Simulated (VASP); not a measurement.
ZnCdSe2 (space group P3m1): computed properties

Level of theory: PBEsol GGA, VASP's PBE PAW potentials (set 64) (plane waves; VASP 6.6.1).

* **space group**: P3m1 (156)
* **cell**: a = 4.1242 Å, b = 4.1242 Å, c = 6.8278 Å, α = 90.00°, β = 90.00°, γ = 120.00°
* **volume per atom**: 25.14 Å³/atom
* **band gap (over mesh and band path)**: 0.65 eV
* **smallest direct gap (over mesh and band path)**: 0.65 eV
* **band-edge character without spin-orbit coupling**: direct, Γ to Γ
* **band gap with spin-orbit coupling**: 0.53 eV
* **density**: 5.54 g/cm³

```
CELL_PARAMETERS angstrom
      4.12422     0.00000     0.00000
     -2.06211     3.57168     0.00000
      0.00000     0.00000     6.82785
ATOMIC_POSITIONS crystal
  Zn 0.00000 0.00000 0.00133
  Cd 0.66667 0.33333 0.49317
  Se 0.66667 0.33333 0.10893
  Se 0.00000 0.00000 0.64458
```

The structure comes from a computed database's ZnCdSe2 entry (P3m1); how it stands against other phases isn't given here. It was relaxed first, which changed the volume by -6 %. Symmetry was kept, so distortions that lower it aren't found.
